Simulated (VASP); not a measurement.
Set up this calculation in VASP 6.6.1, as the native input.

- Task: relaxation of cell and atoms
- Functional: PBE
- Potentials or basis: VASP PAW PBE potentials, release 64 (Si, P)
- Cutoff: 520 eV
- k mesh: 8 × 8 × 8
- Occupations: gaussian, width 0.1 eV
- Spin: no spin polarisation
- Further INCAR settings: ALGO = Normal; EDIFF = 1e-07; IBRION = 2; POTIM = 0.3; EDIFFG = -0.005; NSW = 60; ISIF = 3

The structure of Si3P4 lies in POSCAR:

```
Si3P4                                   
1.0
   -2.5612861310      2.5612861310      5.1143139815
    2.5612861310     -2.5612861310      5.1143139815
    2.5612861310      2.5612861310     -5.1143139815
  Si              P             
     3     4
Direct
     0.7500000000000000    0.2500000000000000    0.5000000000000000
     0.2500000000000000    0.7500000000000000    0.5000000000000000
     0.5000000000000000    0.5000000000000000    0.0000000000000000
     0.3451052479717217    0.8830683937562648    0.0000000000000000
     0.8830683937562648    0.3451052479717217    0.0000000000000000
     0.1169316062437352    0.1169316062437352    0.4620368542154640
     0.6548947520282783    0.6548947520282783    0.5379631457845361
```

The cell was built by a generator and needn't be a form met in nature.

One way to write it, as run:

INCAR

```
PREC     = Accurate       # precision mode
ENCUT    = 520            # plane-wave cutoff, eV
EDIFF    = 1E-7           # SCF threshold, eV
ISMEAR   = 0              # smearing method
SIGMA    = 0.1            # smearing width, eV
LREAL    = F              # projectors in reciprocal space
LASPH    = T              # aspherical terms in the spheres
NELM     = 120            # most SCF steps
ALGO     = Normal         # electronic algorithm
ISIF     = 3              # what is computed and relaxed
LWAVE    = F              # write WAVECAR
LCHARG   = F              # write CHGCAR
GGA      = PE             # functional
IBRION   = 2              # ionic algorithm
NSW      = 60             # ionic steps
EDIFFG   = -0.005         # ionic threshold
POTIM    = 0.3            # step
KPAR     = 4
```

KPOINTS

```
regular mesh
0
Gamma
  8 8 8
```

Potentials or basis: VASP PAW PBE potentials, release 64 (Si, P).

The run is started by

```sh
$ cat potpaw_PBE.64/Si/POTCAR potpaw_PBE.64/P/POTCAR > POTCAR
$ mpirun -np 4 vasp_std > vasp.out
```

Results of the run:

```json
{
  "Relaxed volume": "19.18 Å³/atom",
  "Relaxed cell": "a = 6.271 Å, b = 6.271 Å, c = 6.271 Å, α = 131.81°, β = 131.81°, γ = 70.53°",
  "Space group after relaxing (to 0.05 Å)": "I-42m (No. 121)",
  "Energy gained by relaxing": "0.0 meV/atom",
  "Ionic steps": "4",
  "Pressure after relaxing": "0.0 GPa",
  "Largest force after relaxing": "0.004 eV/Å",
  "Band gap on the k mesh": "0.37 eV, indirect (least direct gap 0.75 eV)"
}
```

Run time: 60 s on 4 MPI ranks on Intel(R) Xeon(R) 6975P-C (Granite Rapids), on a shared host, peak memory 0.4 GiB a rank.
